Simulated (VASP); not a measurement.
Input:

```
KMgF3
1.0
    4.03232     0.00000     0.00000
    0.00000     4.03232     0.00000
    0.00000     0.00000     4.03232
K Mg F
1 1 3
Direct
  0.00000   0.00000   0.00000
  0.50000   0.50000   0.50000
  0.50000   0.00000   0.50000
  0.00000   0.50000   0.50000
  0.50000   0.50000   0.00000
```

The numbers are results of PBE GGA with D3 dispersion (zero damping), VASP's PBE PAW potentials (set 64) (plane waves; VASP 6.6.1), not measurements. Run with 520 eV cut-off, 6×6×6 Γ-centred mesh, tetrahedra with Blöchl corrections, potentials K_sv Mg F.

**Question.** Predict the energy per atom (σ→0), band gap (on the k-mesh) with the smallest direct gap where there is one.

**Answer.** 
```yaml
band gap (on the k-mesh): 7.05 eV
smallest direct gap (on the k-mesh): 7.37 eV
energy per atom (σ→0): -5.053 eV/atom
```

The absolute energy has meaning only against runs of the same code, potentials and settings.

The compound is KMgF3 in the cubic perovskite structure. It was relaxed first.
